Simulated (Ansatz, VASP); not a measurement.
# SnSe: VASP beside Ansatz

Aim: how closely do two programs agree when they are given the same cell, functional and k mesh? The cell is taken from a series of runs on this material, whose earlier steps may have relaxed, scaled, displaced or heated it; both programs get it as it stands.

Method: plane waves, with VASP 6.6.1 beside it; single point at PBE, in Ansatz 0.2.0.

### Step 1. The starting structure

The structure is orthorhombic, space group Pnma (No. 62). The conventional cell has a = 11.538 Å, b = 4.174 Å, c = 4.380 Å, α = 90.00°, β = 90.00°, γ = 90.00°. Nearest to Sn lie 5 Se at 2.76 to 3.27 Å. Nearest to Se lie 5 Sn at 2.76 to 3.27 Å. Farther neighbours and most contacts between anions are not listed.

Structure file:

```
Sn Se
1.0
    11.53829    0.00000    0.00000
     0.00000    4.17428    0.00000
     0.00000    0.00000    4.37957
Sn Se
4 4
Direct
  0.11867 0.25000 0.09231
  0.88133 0.75000 0.90769
  0.38133 0.75000 0.59231
  0.61867 0.25000 0.40769
  0.85674 0.25000 0.47970
  0.14326 0.75000 0.52030
  0.64326 0.75000 0.97970
  0.35674 0.25000 0.02030
```

### Step 2. VASP: single point, PBE, pair 1

With cell and atoms fixed, the geometry can't cause a difference; cores, projectors, grids and the points listed under the comparison can.

Lines of VASP's logs that name or quote its potential files are left out, and so is its time.

INCAR

```
SYSTEM = SnSe
PREC = Accurate
ENCUT = 400
EDIFF = 1E-06
NELM = 120
ISMEAR = -1
SIGMA = 0.02
LREAL = .FALSE.
ALGO = Normal
GGA = PE
NBANDS = 49
LORBIT = 11
LWAVE = .FALSE.
LCHARG = .FALSE.
ISIF = 2
LASPH = .TRUE.
GGA_COMPAT = .FALSE.
EFERMI = MIDGAP
KPAR = 2
```

POSCAR

```
SnSe
1.0
   11.5382881110      0.0000000000      0.0000000000
    0.0000000000      4.1742757603      0.0000000000
    0.0000000000      0.0000000000      4.3795710075
Sn Se
4 4
Direct
    0.1186730098      0.2500000000      0.0923094090
    0.8813269902      0.7500000000      0.9076905910
    0.3813269902      0.7500000000      0.5923094090
    0.6186730098      0.2500000000      0.4076905910
    0.8567357582      0.2500000000      0.4796953225
    0.1432642418      0.7500000000      0.5203046775
    0.6432642418      0.7500000000      0.9796953225
    0.3567357582      0.2500000000      0.0203046775
```

KPOINTS

```
Automatic mesh
0
Gamma
2 6 6
0 0 0
```

Potentials, in the order of the species: Sn_d and Se (PBE family, release 64).

The run is started by

```bash
mpirun -np 2 vasp_std
```

Numbers of over 12 decimals in the logs are rounded to 6 here.

Log:

```text
[banner, memory and clock lines left out]
running    2 mpi-ranks, on    1 nodes
 distrk:  each k-point on    1 cores,    2 groups
 distr:  one band on    1 cores,    1 groups

 POSCAR found type information on POSCAR SnSe
 POSCAR found :  2 types and       8 ions
 LDA part: xc-table for (Slater+PW92), standard interpolation
 POSCAR, INCAR and KPOINTS ok, starting setup
 FFT: planning ... GRIDC
 FFT: planning ... GRID_SOFT
 FFT: planning ... GRID
 WAVECAR not read
 entering main loop
       N       E                     dE             d eps       ncg     rms          rms(c)
DAV:   1     0.797544127930E+03    0.79754E+03   -0.32078E+04  3305   0.181E+03
DAV:   2     0.999570568158E+02   -0.69759E+03   -0.67661E+03  3168   0.529E+02
DAV:   3    -0.255593239317E+02   -0.12552E+03   -0.11981E+03  3824   0.189E+02
DAV:   4    -0.332431605852E+02   -0.76838E+01   -0.75826E+01  3670   0.486E+01
DAV:   5    -0.334973212472E+02   -0.25416E+00   -0.25348E+00  3746   0.920E+00    0.646E+00
DAV:   6    -0.327668700764E+02    0.73045E+00   -0.13557E+00  4323   0.570E+00    0.404E+00
DAV:   7    -0.327616905753E+02    0.51795E-02   -0.57625E-01  4077   0.264E+00    0.153E+00
DAV:   8    -0.327588422572E+02    0.28483E-02   -0.61017E-02  4061   0.156E+00    0.331E-01
DAV:   9    -0.327590099286E+02   -0.16767E-03   -0.76775E-03  3914   0.573E-01    0.106E-01
DAV:  10    -0.327591212959E+02   -0.11137E-03   -0.81772E-04  3786   0.137E-01    0.598E-02
DAV:  11    -0.327591819589E+02   -0.60663E-04   -0.26137E-04  4087   0.929E-02    0.201E-02
DAV:  12    -0.327591685786E+02    0.13380E-04   -0.38878E-05  3924   0.334E-02    0.768E-03
DAV:  13    -0.327591689712E+02   -0.39257E-06   -0.59325E-06  2981   0.919E-03
   1 F= -.32759169E+02 E0= -.32759169E+02  d E =-.215815E-06
```

OUTCAR, selected parts (step 2):

```text
ion  position               nearest neighbor table
   1  0.119  0.250  0.092-   8 2.76   6 2.82   6 2.82   6 3.27   6 3.27   2 3.54   2 3.54
   2  0.881  0.750  0.908-   7 2.76   5 2.82   5 2.82   5 3.27   5 3.27   1 3.54   1 3.54
   3  0.381  0.750  0.592-   6 2.76   8 2.82   8 2.82   8 3.27   8 3.27   4 3.54   4 3.54
   4  0.619  0.250  0.408-   5 2.76   7 2.82   7 2.82   7 3.27   7 3.27   3 3.54   3 3.54
   5  0.857  0.250  0.480-   4 2.76   2 2.82   2 2.82   2 3.27   2 3.27
   6  0.143  0.750  0.520-   3 2.76   1 2.82   1 2.82   1 3.27   1 3.27
   7  0.643  0.750  0.980-   2 2.76   4 2.82   4 2.82   4 3.27   4 3.27
   8  0.357  0.250  0.020-   1 2.76   3 2.82   3 2.82   3 3.27   3 3.27

  LATTYP: Found a simple orthorhombic cell.
 ALAT       =     4.1742757603
 B/A-ratio  =     1.0491810458
 C/A-ratio  =     2.7641413202

 Subroutine GETGRP returns: Found  8 space group operations
 (whereof  2 operations were pure point group operations)

The static configuration has the point symmetry S_2 .
 The point group associated with its full space group is D_2h.

 Found     32 irreducible k-points:

   k-points           NKPTS =     32   k-points in BZ     NKDIM =     32   number of bands    NBANDS=     49

   dimension x,y,z NGX =    80 NGY =   28 NGZ =   30
   dimension x,y,z NGXF=   160 NGYF=   56 NGZF=   60

   ENCUT  =  400.0 eV  29.40 Ry    5.42 a.u.  18.82  6.81  7.14*2*pi/ulx,y,z

   NELECT =      80.0000    total number of electrons

 k-points in reciprocal lattice and weights: Automatic mesh
   0.00000000  0.00000000  0.00000000       0.014
   0.50000000  0.00000000  0.00000000       0.014
   0.00000000  0.16666667  0.00000000       0.028
   0.50000000  0.16666667  0.00000000       0.028
   0.00000000  0.33333333  0.00000000       0.028
   0.50000000  0.33333333  0.00000000       0.028
   0.00000000  0.50000000  0.00000000       0.014
   0.50000000  0.50000000  0.00000000       0.014
   0.00000000  0.00000000  0.16666667       0.028
[...]
0.00000000  0.50000000  0.50000000       0.014
   0.50000000  0.50000000  0.50000000       0.014

 average (electrostatic) potential at core
       1-101.3810       2-101.3810       3-101.3810       4-101.3810       5 -52.5196
       6 -52.5196       7 -52.5196       8 -52.5196

 E-fermi :   5.8459

 k-point     1 :       0.0000    0.0000    0.0000
  band No.  band energies     occupation
    ...
     36       3.7360      2.00000
     37       3.9604      2.00000
     38       4.2588      2.00000
     39       4.8977      2.00000
     40       5.0443      2.00000
     41       6.1356      0.00000
     42       8.5855      0.00000
     43       8.7220      0.00000
     44       8.7327      0.00000
     45       8.9632      0.00000
    ...

 k-point     2 :       0.5000    0.0000    0.0000
  band No.  band energies     occupation
    ...
     36       3.4501      2.00000
     37       3.6750      2.00000
     38       3.6750      2.00000
     39       5.0211      2.00000
     40       5.0211      2.00000
     41       8.1303      0.00000
     42       8.1303      0.00000
     43       8.3685      0.00000
     44       8.3685      0.00000
     45       9.4057      0.00000
    ...

 k-point     3 :       0.0000    0.1667    0.0000
  band No.  band energies     occupation
    ...
     36       3.8388      2.00000
     37       4.0294      2.00000
     38       4.7647      2.00000
     39       4.8917      2.00000
     40       4.9106      2.00000
     41       6.3596      0.00000
     42       7.5185      0.00000
     43       8.4834      0.00000
     44       8.7229      0.00000
     45       8.7437      0.00000
    ...

  Total        2.8998254      2.9456781      2.9250656      0.0000000     -0.0000000      0.0000000
  in kB       22.0256305     22.3739048     22.2173419      0.0000000     -0.0000000      0.0000000
  external PRESSURE =      22.2056257 kB  Pullay stress =       0.0000000 kB

  energy-cutoff  :      400.00
  volume of cell :      210.94
      direct lattice vectors                 reciprocal lattice vectors
    11.538288111  0.000000000  0.000000000     0.086667969  0.000000000  0.000000000
     0.000000000  4.174275760  0.000000000     0.000000000  0.239562515  0.000000000
     0.000000000  0.000000000  4.379571008     0.000000000  0.000000000  0.228332866

 POSITION                                       TOTAL-FORCE (eV/Angst)
 -----------------------------------------------------------------------------------
      1.36928      1.04357      0.40428        -0.007418      0.000000     -0.010534
     10.16900      3.13071      3.97530         0.007418     -0.000000      0.010534
      4.39986      3.13071      2.59406         0.007418      0.000000     -0.010534
      7.13843      1.04357      1.78551        -0.007418     -0.000000      0.010534
      9.88526      1.04357      2.10086         0.007478     -0.000000     -0.011819
      1.65302      3.13071      2.27871        -0.007478     -0.000000      0.011819
      7.42217      3.13071      4.29065        -0.007478     -0.000000     -0.011819
      4.11612      1.04357      0.08893         0.007478     -0.000000      0.011819
 -----------------------------------------------------------------------------------
    total drift:                                0.000000      0.000000      0.000000

  FREE ENERGIE OF THE ION-ELECTRON SYSTEM (eV)
  ---------------------------------------------------
  free  energy   TOTEN  =       -32.7591689712 eV

  energy  without entropy=      -32.7591687553  energy(sigma->0) =      -32.75916886

 total charge
# of ion       s       p       d       tot
------------------------------------------
    1        1.350   0.742   9.996  12.087
    2        1.350   0.742   9.996  12.087
    3        1.350   0.742   9.996  12.087
    4        1.350   0.742   9.996  12.087
    5        1.473   2.325   0.025   3.824
    6        1.473   2.325   0.025   3.824
    7        1.473   2.325   0.025   3.824
    8        1.473   2.325   0.025   3.824
--------------------------------------------------
tot         11.290  12.270  40.084  63.644

[... 3 further parts left out ...]
```

The run ends at a pressure of 2.22 GPa, with forces up to 0.014 eV/Å.

### Step 3. Ansatz: single point, PBE, pair 1

Ansatz runs on its default PAW (the set named soft_2) files.

The same cell, functional, mesh and smearing now go to Ansatz, which takes its cutoff from its data sets.

input.yaml

```yaml
crystal:
  lattice:
    - [11.538288111, 0.0, 0.0]
    - [0.0, 4.1742757603, 0.0]
    - [0.0, 0.0, 4.3795710075]
  atoms:
    - { symbol: Sn, position: [0.1186730098, 0.25, 0.092309409] }
    - { symbol: Sn, position: [0.8813269902, 0.75, 0.907690591] }
    - { symbol: Sn, position: [0.3813269902, 0.75, 0.592309409] }
    - { symbol: Sn, position: [0.6186730098, 0.25, 0.407690591] }
    - { symbol: Se, position: [0.8567357582, 0.25, 0.4796953225] }
    - { symbol: Se, position: [0.1432642418, 0.75, 0.5203046775] }
    - { symbol: Se, position: [0.6432642418, 0.75, 0.9796953225] }
    - { symbol: Se, position: [0.3567357582, 0.25, 0.0203046775] }
kpoints:
  mp_grid: { grid: [2, 6, 6] }
  band_path:
    path:
      - [[0.0, 0.0, 0.0], [0.5, 0.0, 0.0], [0.5, 0.5, 0.0], [0.0, 0.5, 0.0], [0.0, 0.0, 0.0], [0.0, 0.0, 0.5], [0.5, 0.0, 0.5], [0.5, 0.5, 0.5], [0.0, 0.5, 0.5], [0.0, 0.0, 0.5]]
      - [[0.5, 0.0, 0.0], [0.5, 0.0, 0.5]]
      - [[0.0, 0.5, 0.0], [0.0, 0.5, 0.5]]
      - [[0.5, 0.5, 0.0], [0.5, 0.5, 0.5]]
    npoints: 10
hamiltonian:
  xc: pbe
scf:
  occupations: { method: fermi_dirac, width: 0.02 }
  n_extra_bands: 6
output:
  eigenvalues: true
```

The run is started by

```bash
ansatz run input.yaml --threads 8 --pin off --max-ram 55296MiB --backend cuda --devices 1 --max-vram 24GiB --events-out ev --progress --plain --runs-dir out
```

Log:

```text
scf.n_extra_bands = 6 over 60 filled bands (N_el = 120.0): the run solves 66 bands
GPUs: using 1 of 1 available (devices: 1).
Engine: ansatz 0.2.0, x86_64-unknown-linux-gnu
Pseudopotentials: kind: paw
Pseudopotential: Sn, paw, valence charge 14, recommended cutoff 420 eV (normal), Sn.paw.azcp
Pseudopotential: Se, paw, valence charge 16, recommended cutoff 420 eV (normal), Se.paw.azcp
Functional definition: PBE
  parameter kappa = 0.804
  parameter beta = 0.066725
  exchange = pbe_x(kappa = kappa, mu = beta*pi^2/3)
  correlation = pbe_c(beta = beta)
device memory: the entry about to start is reckoned to put 4.6 GiB on a device that reports 78.6 GiB free (of which the cap on the GPU budget leaves the run 24.0 GiB)
GPU FFT provider: cuFFT
GPU libraries: cuBLAS 13.8.2, cuFFT 12.4.0, cuSOLVER 12.3.4
Crystal: 8 atoms, lattice volume = 210.938 Å³
Basis set: ecut = 420 eV, 4081 PW (Γ)
Bands: 66, of which v1, the nominal top of the filled ones, is band 60 counted from 1 (59 counted from 0)
Symmetry: 8 space group operations
Space group: Pnma (ITA 62), of the structure as read, at distance tolerance 6.0e-5 Å
k-points: 32 of 72
Non-local potential: Sn, projectors of the file, l = 0: 2, l = 1: 2, l = 2: 2, l = 3: 2
Non-local potential: Se, projectors of the file, l = 0: 2, l = 1: 2, l = 2: 3, l = 3: 1
PAW form: soft (Blöchl's): semilocal exchange-correlation on the pseudo side does not see the compensation charge
PAW one-centre angular grid: Sn, 590 points (default); XC on 64 Gauss nodes
PAW one-centre angular grid: Se, 590 points (default); XC on 64 Gauss nodes
Initial density: superposition of atomic densities (neutral atoms: chi_scale 0, normalization atom), corrected by the library's trained network
Initial wavefunctions: pseudopotential atomic-orbital guess
GPU buffer pool allocated for 72000 grid points (all kernels)
GPU transforms: local potential and band sums: pruned to the plane-wave sphere, on 80×27×30
Functional: x = pbe(κ = 0.804, μ = 0.219515), c = pbe(β = 0.066725)
SCF iter   1: F=—  HF=-45976.547262 eV  |F-HF|=—  |Δ(HF+E_count)|=         —  Δρ=1.29e-3  dr2=3.27e-3  ethr=1.77e-3  ⟨swp⟩=6.4  Hψ=8139  notcnv=0
preconditioner: auto → Resta (q_TF=auto, 2.483 Å⁻¹)  ε∞=3.1  [insulator: Δε(μ)=0.478 eV  Ē_g=15.713 eV  σ=0.020 eV  W_gap=1.00  n_scr=56 (ndim 8)  ℏωp=22.9 eV  f_vac=0.001  D(μ)=0.00/eV (n_scr^D=0)  ε∞_Penn≈3.1]
SCF iter   2: F=—  HF=-45976.544484 eV  |F-HF|=—  |Δ(HF+E_count)|=   2.78e-3  Δρ=6.88e-4  dr2=8.86e-4  ethr=2.72e-6  ⟨swp⟩=2.2  Hψ=4659  notcnv=0  defer=32
SCF iter   3: F=—  HF=-45976.545033 eV  |F-HF|=—  |Δ(HF+E_count)|=   5.49e-4  Δρ=2.65e-4  dr2=1.04e-4  ethr=7.38e-7  ⟨swp⟩=2.0  Hψ=3360  notcnv=0  defer=32
SCF iter   4: F=—  HF=-45976.544810 eV  |F-HF|=—  |Δ(HF+E_count)|=   2.23e-4  Δρ=9.45e-5  dr2=1.58e-5  ethr=8.68e-8  ⟨swp⟩=2.0  Hψ=4000  notcnv=0  defer=32
SCF iter   5: F=—  HF=-45976.545245 eV  |F-HF|=—  |Δ(HF+E_count)|=   4.35e-4  Δρ=2.31e-5  dr2=1.57e-6  ethr=1.32e-8  ⟨swp⟩=2.0  Hψ=3360  notcnv=0  defer=32
SCF iter   6: F=—  HF=-45976.545244 eV  |F-HF|=—  |Δ(HF+E_count)|=   9.64e-7  Δρ=8.56e-6  dr2=1.23e-7  ethr=1.30e-9  ⟨swp⟩=2.0  Hψ=4000  notcnv=0  defer=32
SCF iter   7: F=-45976.545244 eV  HF=-45976.545244 eV  |F-HF|=1.36e-9  |Δ(HF+E_count)|=   1.43e-7  Δρ=1.75e-6  dr2=5.32e-9  ethr=8.33e-11  ⟨swp⟩=7.9  Hψ=6485  notcnv=0
SCF 1 converged in 7 iterations: F = -45976.545244 eV  dr2 = 5.32e-9
  greatest PAW one-centre occupation: 1.000 electrons in one spin orbital (limit 2), on the Se atom at site 6 (counted from 0), in its partial waves of l = 2
device memory: the entry about to start is reckoned to put 9.5 GiB on a device that reports 78.5 GiB free (of which the cap on the GPU budget leaves the run 24.0 GiB)
NSCF: frozen V_eff on 124 k-points
SCF converged after 7 iterations
Free energy (F): -45976.545244 eV
Harris-Foulkes:  -45976.545244 eV  (|F-HF|=1.36e-9)
Internal energy: -45976.545244 eV  (E = F + TS)
E sigma→0 (E₀):  -45976.545244 eV
Entropy (-TS):   -0.000000 eV (-0.000 meV/atom)
Fermi energy:    9.451680 eV
--- Per-component energies (eV) ---
  E_band       = -1858.943812
  E_kinetic    = 1217.117607
  E_local      = -13124.823513  (includes V_loc(G=0)·N_el)
  E_nonlocal   = -2513.947291
  E_hartree    = 6935.167164
  E_xc         = -1950.620089
  E_vxc        = -780.179920  (∫ρ·V_xc dr)
  E_paw        = -24179.554431  (= ΣΔE_a)
  E_vpaw       = -527.444246  (= ΣTr[D̂ρ^β])
  E_aug_tail   = -0.002352  (compensation charges beyond the density's cutoff)
  E_ewald      = -12359.882338
  E_smearing   = -0.000000  (= −TS)
  E_closure    = -0.000000  (closes the sum)
  Σ components = -45976.545244   (vs F -45976.545244, Δ=0.00e0)
--- Band table (eV; the first three rows and the last of 32) ---
  k-point 0: bands = [... 56 lower, 7.5695, 7.8606, 8.5019, 8.6472, 9.7485, 12.2021, 12.3371, 12.3507, ... 2 higher]
  k-point 1: bands = [... 56 lower, 7.6514, 8.2440, 8.3960, 8.6603, 9.8271, 11.2914, 11.9318, 12.1612, ... 2 higher]
  k-point 2: bands = [... 56 lower, 7.9853, 8.4923, 8.7388, 9.2133, 10.0654, 10.4595, 10.7236, 10.8407, ... 2 higher]
  k-point 31: bands = [... 56 lower, 7.5958, 7.5958, 7.5958, 7.5958, 11.6179, 11.6179, 11.6179, 11.6179, ... 2 higher]
```

In the SCF lines HF is the Harris–Foulkes energy and dr2 the Hartree energy of the density residual, in eV; the loop may stop once dr2 is under the threshold and the program's other checks hold. Hψ counts applications of the Hamiltonian.

### Step 4. Comparison

Known differences besides the potentials themselves: the data sets hold 120 valence electrons in Ansatz (on its default PAW (the set named soft_2) files) and 80 in VASP; the cutoff is 420 eV in Ansatz and 400 eV in VASP. Total energies have different zeros and are not compared.

The two programs side by side:

| quantity | Ansatz | VASP | difference |
| --- | --- | --- | --- |
| gap on the k mesh (eV) | 0.477 | 0.473 | +0.005 |

A gap on the mesh is an upper bound, since the band edges may lie between its points.

[end of part 1 of 2]

[Lines on the potential files, build, host, timing and source positions are cut from VASP's logs without a mark.]

[Logs are printed without paths, hosts, clocks, repeated set-up lines and the standing remarks that a program may print on its own settings, such as how far it seeks lower states.]

[Hosts, paths, dates, database ids (printed as entryN), source tags and the programs' standing remarks are cut or masked in the printed files.]
